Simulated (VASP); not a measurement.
Here is the system:

```
AlN
1.0
    3.16401     0.00000     0.00000
   -1.58201     2.74011     0.00000
    0.00000     0.00000    10.35816
Al N
4 4
Cartesian
  0.00000   0.00000   0.00000
  0.00000   0.00000   5.17908
  1.58201   0.91337   7.77048
  0.00000   1.82674   2.59140
  0.00000   0.00000   8.41248
  0.00000   0.00000   3.23340
  1.58201   0.91337   5.83465
  0.00000   1.82674   0.65557
```

All values below come from PBE GGA, VASP's PBE PAW potentials (set 64) (plane waves; VASP 6.6.1). Settings: 400 eV cut-off, 12×12×4 Γ-centred mesh, Fermi-Dirac smearing of 0.10 eV, potentials Al N.

At this cut-off the stress carries a Pulay error, which pulls relaxed volumes low.

Predict the energy per atom (σ→0), pressure, band gap (on the k-mesh) with the smallest direct gap where there is one.

| Item | Result |
|---|---|
| band gap (on the k-mesh) | 3.59 eV |
| smallest direct gap (on the k-mesh) | 3.59 eV |
| energy per atom (σ→0) | -7.417 eV/atom |
| pressure | -124.1 kbar |

The structure was generated: AlN was put into an ordered model structure, which need not be its known phase. The cell was not relaxed at this level.
